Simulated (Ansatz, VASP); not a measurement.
Hf3Cu in VASP and in Ansatz

```xyz
4
Lattice="4.2795 0.0000 0.0000 0.0000 4.2795 0.0000 0.0000 0.0000 4.2795" Properties=species:S:1:pos:R:3 pbc="T T T"
Hf    0.0000    2.1398    2.1398
Hf    2.1398    0.0000    2.1398
Hf    2.1398    2.1398    0.0000
Cu    0.0000    0.0000    0.0000
```

Alike in both runs: functional PBE; k mesh 12 × 12 × 12; occupations gaussian, width 0.1 eV; no spin polarisation.

Ansatz relaxed the structure, and its values are those at the end. VASP's run is a single point on that final structure, the one shown.

|  | VASP | Ansatz |
| --- | --- | --- |
| version | VASP 6.6.1 | Ansatz 0.2.0 |
| potentials or method | VASP PAW PBE potentials, release 64 (Hf_pv, Cu) | scalar-relativistic, plane waves, PAW |
| plane-wave cutoff (eV) | 520 | 420 |
| valence electrons in the cell | 41 | 97 |

|  | VASP | Ansatz | Ansatz less VASP |
| --- | --- | --- | --- |
| gap on the k mesh at the Fermi level (eV) | none | none | - |
| pressure (GPa) | -0.3 | 0.0 | +0.27 |

A gap of «none» marks a metal or a gap that the smearing closes. The two sets of potentials don't hold the same shells in valence.

The runs have no spin-orbit coupling, so splittings on Hf are missing.
